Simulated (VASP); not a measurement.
# CaO (Lime): a GW gap and what it depends on

Aim: test the GW correction to the gap of CaO (Lime). The starting structure is a measured crystal structure from the Crystallography Open Database. Cell and atoms stay as given.

Method: GW on LDA orbitals, with plane waves and PAW data sets made for GW, in VASP 6.6.1.

## Step 1: The structure

It takes space group Fm-3m (No. 225, cubic). The conventional cell has a = 4.813 Å, b = 4.813 Å, c = 4.813 Å, α = 90.00°, β = 90.00°, γ = 90.00°. Nearest to Ca lie 6 O at 2.41 Å. O has 6 Ca at 2.41 Å nearest. Farther neighbours and most contacts between anions are not listed.

Structure file:

```cif
data_structure
_symmetry_space_group_name_H-M 'P 1'
_symmetry_Int_Tables_number 1
_cell_length_a 3.4033
_cell_length_b 3.4033
_cell_length_c 3.4033
_cell_angle_alpha 60.000
_cell_angle_beta 60.000
_cell_angle_gamma 60.000
_cell_volume 27.87
loop_
_atom_site_label
_atom_site_type_symbol
_atom_site_fract_x
_atom_site_fract_y
_atom_site_fract_z
_atom_site_occupancy
Ca1 Ca 0.00000 0.00000 0.00000 1
O2 O 0.50000 0.50000 0.50000 1
```

## Step 2: G0W0 (response cutoff 100 eV, 4×4×4 mesh)

It reads the orbitals and their derivatives (WAVECAR and WAVEDER) of a run with the empty bands, which follows a ground-state run; neither is shown.

Input file INCAR:

```
SYSTEM = CaO
PREC = Accurate
ENCUT = 440
ISMEAR = 0
SIGMA = 0.01
LREAL = .FALSE.
GGA = CA
NBANDS = 64
ALGO = EVGW0
NELMGW = 1
ENCUTGW = 100
NOMEGA = 40
PRECFOCK = Fast
NBANDSGW = 16
LWAVE = .FALSE.
LCHARG = .FALSE.
```

Input file POSCAR:

```
CaO
1.0
    0.0000000000      2.4065000000      2.4065000000
    2.4065000000      0.0000000000      2.4065000000
    2.4065000000      2.4065000000      0.0000000000
Ca O
1 1
Direct
    0.0000000000      0.0000000000      0.0000000000
    0.5000000000      0.5000000000      0.5000000000
```

Input file KPOINTS:

```
Automatic mesh
0
Gamma
4 4 4
0 0 0
```

Potentials, in the order of the species: Ca_sv_GW and O_GW (LDA family, release 64).

On the command line:

```console
mpirun -np 4 vasp_std
```

The program printed:

```text
[banner, memory and clock lines left out]
running    4 mpi-ranks, on    1 nodes
 distrk:  each k-point on    4 cores,    1 groups
 distr:  one band on    1 cores,    4 groups

 POSCAR found type information on POSCAR CaO
 POSCAR found :  2 types and       2 ions
|                                                                             |
|           W    W    AA    RRRRR   N    N  II  N    N   GGGG   !!!           |
|           W    W   A  A   R    R  NN   N  II  NN   N  G    G  !!!           |
|           W    W  A    A  R    R  N N  N  II  N N  N  G       !!!           |
|           W WW W  AAAAAA  RRRRR   N  N N  II  N  N N  G  GGG   !            |
|           WW  WW  A    A  R   R   N   NN  II  N   NN  G    G                |
|           W    W  A    A  R    R  N    N  II  N    N   GGGG   !!!           |
|                                                                             |
|     The default for ENCUTGWSOFT is different in this version of VASP.       |
|     please manually set ENCUTGWSOFT =100 in the INCAR file.                 |
|                                                                             |

 LDA part: xc-table for (Slater(with rela. corr.)+CA(PZ))
 , standard interpolation
 found WAVECAR, reading the header
 POSCAR, INCAR and KPOINTS ok, starting setup
 FFT: planning ... GRIDC
 FFT: planning ... GRID_SOFT
 FFT: planning ... GRID
 reading WAVECAR
 the WAVECAR file was read successfully
 initial charge from wavefunction
 available memory per node:     29.32 GB, setting MAXMEM to     30023

 The Fermi energy was updated, please check that it is located mid-gap
 values below the HOMO (VB) or above the LUMO (CB) will cause erroneous energies
 E-fermi :   5.9252

 calculate exact exchange contribution
 the WAVEDER file was read successfully
energies w=
    0.000    0.000    1.558    0.000    3.106    0.000    4.638    0.000
    6.145    0.000    7.623    0.000    9.070    0.000   10.485    0.000
   11.868    0.000   13.224    0.000   14.556    0.000   15.868    0.000
   17.168    0.000   18.461    0.000   19.754    0.000   21.056    0.000
   22.375    0.000   23.721    0.000   25.104    0.000   26.537    0.000
   28.033    0.000   29.608    0.000   31.283    0.000   33.080    0.000
   35.028    0.000   37.163    0.000   39.530    0.000   42.190    0.000
   45.217    0.000   48.720    0.000   52.842    0.000   57.789    0.000
   63.862    0.000   71.521    0.000   81.507    0.000   95.083    0.000
  114.602    0.000  144.997    0.000  198.655    0.000  318.059    0.000
 responsefunction array rank=      72
 LDA part: xc-table for (Slater(with rela. corr.)+CA(PZ))
 , standard interpolation

 min. memory requirement per mpi rank     66.4 MB, per node    265.8 MB

 allocating  10 responsefunctions rank=    72
 shmem allocating  40 responsefunctions rank=    72
 response function shared by NCSHMEM nodes    1
 Doing           10  frequencies on each core in blocks of           40
NQ=   1    0.0000    0.0000    0.0000,
|.........|.........|.........|.........|.........|.........|.........|.........
 performed         73000 updates of chi_q(r,r)
 total number of BLAS operations          2.05 Gflops
NQ=   2    0.2500    0.0000    0.0000,
|.........|.........|.........|.........|.........|.........|.........|.........
 performed        220000 updates of chi_q(r,r)
 total number of BLAS operations          6.59 Gflops
NQ=   3    0.5000    0.0000    0.0000,
|.........|.........|.........|.........|.........|.........|.........|.........
 performed        330000 updates of chi_q(r,r)
 total number of BLAS operations         10.92 Gflops
NQ=   4    0.2500    0.2500    0.0000,
|.........|.........|.........|.........|.........|.........|.........|.........
 performed        463000 updates of chi_q(r,r)
 total number of BLAS operations         14.76 Gflops
NQ=   5    0.5000    0.2500    0.0000,
|.........|.........|.........|.........|.........|.........|.........|.........
 performed        643000 updates of chi_q(r,r)
 total number of BLAS operations         20.48 Gflops
NQ=   6   -0.2500    0.2500    0.0000,
|.........|.........|.........|.........|.........|.........|.........|.........
 performed        802000 updates of chi_q(r,r)
 total number of BLAS operations         24.93 Gflops
NQ=   7    0.5000    0.5000    0.0000,
|.........|.........|.........|.........|.........|.........|.........|.........
 performed        904000 updates of chi_q(r,r)
 total number of BLAS operations         28.28 Gflops
NQ=   8   -0.2500    0.5000    0.2500,
|.........|.........|.........|.........|.........|.........|.........|.........
 performed       1039000 updates of chi_q(r,r)
 total number of BLAS operations         33.28 Gflops
 resolving degeneracies of screened two electron integrals

 calculate QP shifts <psi_nk| G(iteration)W_0 |psi_nk>: iteration 1
 entering main loop
```

The job ended after 10 s (4 MPI ranks of AMD EPYC 9R14 (Zen 4), shared host; peak memory 0.42 GiB).

Lines that name or quote the potential files are left out of all logs, and their timing lines are given in words.

From OUTCAR (step 2):

```text
ion  position               nearest neighbor table
   1  0.000  0.000  0.000-   2 2.41   2 2.41   2 2.41   2 2.41   2 2.41   2 2.41
   2  0.500  0.500  0.500-   1 2.41   1 2.41   1 2.41   1 2.41   1 2.41   1 2.41

  LATTYP: Found a face centered cubic cell.
 ALAT       =     4.8130000000

 Subroutine GETGRP returns: Found 48 space group operations
 (whereof 48 operations were pure point group operations)

The static configuration has the point symmetry O_h .

 Found      8 irreducible k-points:

   k-points           NKPTS =      8   k-points in BZ     NKDIM =     64   number of bands    NBANDS=     64

   dimension x,y,z NGX =    24 NGY =   24 NGZ =   24
   dimension x,y,z NGXF=    48 NGYF=   48 NGZF=   48

   ENCUT  =  440.0 eV  32.34 Ry    5.69 a.u.   5.82  5.82  5.82*2*pi/ulx,y,z

   NELECT =      16.0000    total number of electrons

  energy-cutoff  :      440.00
  volume of cell :       27.87
      direct lattice vectors                 reciprocal lattice vectors
     0.000000000  2.406500000  2.406500000    -0.207770621  0.207770621  0.207770621
     2.406500000  0.000000000  2.406500000     0.207770621 -0.207770621  0.207770621
     2.406500000  2.406500000  0.000000000     0.207770621  0.207770621 -0.207770621

 k-points in reciprocal lattice and weights: Automatic mesh
   0.00000000  0.00000000  0.00000000       0.016
   0.25000000  0.00000000  0.00000000       0.125
   0.50000000  0.00000000  0.00000000       0.062
   0.25000000  0.25000000  0.00000000       0.094
   0.50000000  0.25000000  0.00000000       0.375
  -0.25000000  0.25000000  0.00000000       0.188
   0.50000000  0.50000000  0.00000000       0.047
  -0.25000000  0.50000000  0.25000000       0.094

 E-fermi :   5.9252

 QP shifts <psi_nk| G(iteration)W_0 |psi_nk>: iteration 1
 for sc-GW calculations column KS-energies equals QP-energies in previous step
 and V_xc(KS)=  KS-energies - (<T + V_ion + V_H > + <T+V_H+V_ion>^1  + <V_x>^1)
 k-point   1 :       0.0000    0.0000    0.0000
  band No.  KS-energies  QP-energies   sigma(KS)   V_xc(KS)     V^pw_x(r,r')   Z            occupation Imag(sigma)
    ...
      5     -10.9975     -12.8724     -21.6215     -18.8384     -30.4150       0.6737       2.0000       1.0996
      6       4.1893       3.6110     -20.0147     -19.2427     -24.3853       0.7491       2.0000       0.2614
      7       4.1893       3.6110     -20.0147     -19.2427     -24.3853       0.7491       2.0000       0.2614
      8       4.1893       3.6110     -20.0147     -19.2427     -24.3853       0.7491       2.0000       0.2614
      9       8.7294       9.7949     -10.1282     -11.4254      -6.3087       0.8214       0.0000      -0.1708
     10      10.2932      12.6728     -10.9964     -13.9611      -6.4900       0.8027       0.0000      -0.2242
     11      10.2932      12.6728     -10.9964     -13.9611      -6.4900       0.8027       0.0000      -0.2242
     12      10.2932      12.6728     -10.9964     -13.9611      -6.4900       0.8027       0.0000      -0.2242
    ...

 k-point   2 :       0.2500    0.0000    0.0000
  band No.  KS-energies  QP-energies   sigma(KS)   V_xc(KS)     V^pw_x(r,r')   Z            occupation Imag(sigma)
    ...
      5     -10.3128     -12.2626     -22.5003     -19.6914     -30.6121       0.6942       2.0000       0.9487
      6       2.6216       1.8662     -17.7059     -16.6950     -21.8159       0.7473       2.0000       0.3048
      7       3.5199       2.9243     -19.1656     -18.3680     -23.4612       0.7467       2.0000       0.2796
      8       3.5199       2.9243     -19.1656     -18.3680     -23.4612       0.7467       2.0000       0.2796
      9      10.3011      12.3627     -10.7743     -13.3460      -6.4357       0.8017       0.0000      -0.2226
     10      10.8697      12.2478     -11.8908     -13.6236      -8.1201       0.7953       0.0000      -0.2039
     11      11.2670      13.8048     -11.6431     -14.8580      -6.9586       0.7894       0.0000      -0.2588
     12      11.2670      13.8048     -11.6431     -14.8580      -6.9586       0.7894       0.0000      -0.2588
    ...

 k-point   3 :       0.5000    0.0000    0.0000
  band No.  KS-energies  QP-energies   sigma(KS)   V_xc(KS)     V^pw_x(r,r')   Z            occupation Imag(sigma)
    ...
      5      -9.7744     -11.7820     -23.0533     -20.2435     -30.8630       0.7145       2.0000       0.8777
      6       1.5003       0.6367     -16.6698     -15.5013     -20.9098       0.7391       2.0000       0.3732
      7       2.9747       2.3538     -18.6504     -17.8093     -22.9813       0.7381       2.0000       0.3042
      8       2.9747       2.3538     -18.6504     -17.8093     -22.9813       0.7381       2.0000       0.3042
      9      11.1309      13.4200     -13.2696     -16.2268      -9.0940       0.7741       0.0000      -0.2559
     10      12.4430      13.5515      -9.1143     -10.4839      -4.8921       0.8094       0.0000      -0.2493
     11      12.4710      15.2696     -12.7589     -16.3923      -7.8154       0.7703       0.0000      -0.3167
     12      12.4710      15.2696     -12.7589     -16.3923      -7.8154       0.7703       0.0000      -0.3167
    ...

 k-point   4 :       0.2500    0.2500    0.0000
  band No.  KS-energies  QP-energies   sigma(KS)   V_xc(KS)     V^pw_x(r,r')   Z            occupation Imag(sigma)
    ...
      5     -10.4521     -12.3659     -22.3547     -19.5547     -30.6358       0.6835       2.0000       0.9695
      6       2.4813       1.7227     -17.9875     -16.9668     -22.2886       0.7432       2.0000       0.3225
      7       3.8833       3.2639     -19.6075     -18.7796     -23.9347       0.7482       2.0000       0.2677
      8       3.8833       3.2639     -19.6075     -18.7796     -23.9347       0.7482       2.0000       0.2677
      9       8.7366      10.6989      -9.9692     -12.3815      -5.7723       0.8135       0.0000      -0.1945
     10      10.6401      12.1783     -11.0020     -12.9096      -6.9235       0.8064       0.0000      -0.1997
     11      12.1683      14.8774     -12.3363     -15.8187      -7.4942       0.7779       0.0000      -0.2951
     12      12.1683      14.8774     -12.3363     -15.8187      -7.4942       0.7779       0.0000      -0.2951
    ...

[... 4 further parts left out ...]
```

G0W0 (response cutoff 100 eV, 4×4×4 mesh): the quasiparticle gap on this mesh is 5.824 eV, +2.353 eV from the LDA gap on the same points, with 64 bands.

## Step 3: G0W0 (response cutoff 160 eV, 4×4×4 mesh)

It reads the orbitals and their derivatives (WAVECAR and WAVEDER) of a run with the empty bands, which follows a ground-state run; neither is shown.

INCAR: that of step 2 with these lines changed.

```diff
@@ -7,6 +7,6 @@
 GGA = CA
-NBANDS = 64
+NBANDS = 132
 ALGO = EVGW0
 NELMGW = 1
-ENCUTGW = 100
+ENCUTGW = 160
 NOMEGA = 40
```

POSCAR is that of step 2.

KPOINTS is that of step 2.

On the command line:

```console
mpirun -np 4 vasp_std
```

The program printed:

```text
[banner, memory and clock lines left out]
running    4 mpi-ranks, on    1 nodes
[...]
|                                                                             |
|           W    W    AA    RRRRR   N    N  II  N    N   GGGG   !!!           |
|           W    W   A  A   R    R  NN   N  II  NN   N  G    G  !!!           |
|           W    W  A    A  R    R  N N  N  II  N N  N  G       !!!           |
|           W WW W  AAAAAA  RRRRR   N  N N  II  N  N N  G  GGG   !            |
|           WW  WW  A    A  R   R   N   NN  II  N   NN  G    G                |
|           W    W  A    A  R    R  N    N  II  N    N   GGGG   !!!           |
|                                                                             |
|     The default for ENCUTGWSOFT is different in this version of VASP.       |
|     please manually set ENCUTGWSOFT =160 in the INCAR file.                 |
|                                                                             |

 LDA part: xc-table for (Slater(with rela. corr.)+CA(PZ))
[...]
total number of BLAS operations         95.03 Gflops
NQ=   4    0.2500    0.2500    0.0000,
|.........|.........|.........|.........|.........|.........|.........|.........
 performed        991000 updates of chi_q(r,r)
 total number of BLAS operations        135.11 Gflops
NQ=   5    0.5000    0.2500    0.0000,
|.........|.........|.........|.........|.........|.........|.........|.........
 performed       1371000 updates of chi_q(r,r)
 total number of BLAS operations        181.90 Gflops
NQ=   6   -0.2500    0.2500    0.0000,
|.........|.........|.........|.........|.........|.........|.........|.........
 performed       1709000 updates of chi_q(r,r)
 total number of BLAS operations        230.48 Gflops
NQ=   7    0.5000    0.5000    0.0000,
|.........|.........|.........|.........|.........|.........|.........|.........
 performed       1928000 updates of chi_q(r,r)
 total number of BLAS operations        254.16 Gflops
NQ=   8   -0.2500    0.5000    0.2500,
|.........|.........|.........|.........|.........|.........|.........|.........
 performed       2215000 updates of chi_q(r,r)
 total number of BLAS operations        285.10 Gflops
 resolving degeneracies of screened two electron integrals

 calculate QP shifts <psi_nk| G(iteration)W_0 |psi_nk>: iteration 1
 entering main loop
[key lines of the parts left out:]
E-fermi :   5.9252
```

Elapsed: 23 s, on 4 MPI ranks; peak memory 0.53 GiB.

Parts of OUTCAR (step 3):

```text
 QP shifts <psi_nk| G(iteration)W_0 |psi_nk>: iteration 1
 for sc-GW calculations column KS-energies equals QP-energies in previous step
 and V_xc(KS)=  KS-energies - (<T + V_ion + V_H > + <T+V_H+V_ion>^1  + <V_x>^1)
 k-point   1 :       0.0000    0.0000    0.0000
  band No.  KS-energies  QP-energies   sigma(KS)   V_xc(KS)     V^pw_x(r,r')   Z            occupation Imag(sigma)
    ...
      5     -10.9975     -12.9152     -21.7284     -18.8384     -30.4150       0.6636       2.0000       1.1058
      6       4.1893       3.3834     -20.3246     -19.2427     -24.3853       0.7449       2.0000       0.2608
      7       4.1893       3.3834     -20.3246     -19.2427     -24.3853       0.7449       2.0000       0.2608
      8       4.1893       3.3834     -20.3246     -19.2427     -24.3853       0.7449       2.0000       0.2608
      9       8.7294       9.7539     -10.1753     -11.4254      -6.3087       0.8195       0.0000      -0.1665
     10      10.2932      12.5349     -11.1670     -13.9611      -6.4900       0.8023       0.0000      -0.2289
     11      10.2932      12.5349     -11.1670     -13.9611      -6.4900       0.8023       0.0000      -0.2289
     12      10.2932      12.5349     -11.1670     -13.9611      -6.4900       0.8023       0.0000      -0.2289
    ...

[... 1 part as in an earlier step ...]

[... 2 further parts left out ...]
[key lines of the parts left out:]
E-fermi :   5.9252
```

G0W0 (response cutoff 160 eV, 4×4×4 mesh): the quasiparticle gap on this mesh is 5.947 eV, +2.475 eV from the LDA gap on the same points, with 132 bands.

(Continued in part 2 of 3.)

[Lines on the potential files, build, host, timing and source positions are cut from VASP's logs without a mark.]

[Logs are printed without paths, hosts, clocks, repeated set-up lines and the standing remarks that a program may print on its own settings, such as how far it seeks lower states.]

[Hosts, paths, dates, database ids (printed as entryN), source tags and the programs' standing remarks are cut or masked in the printed files.]
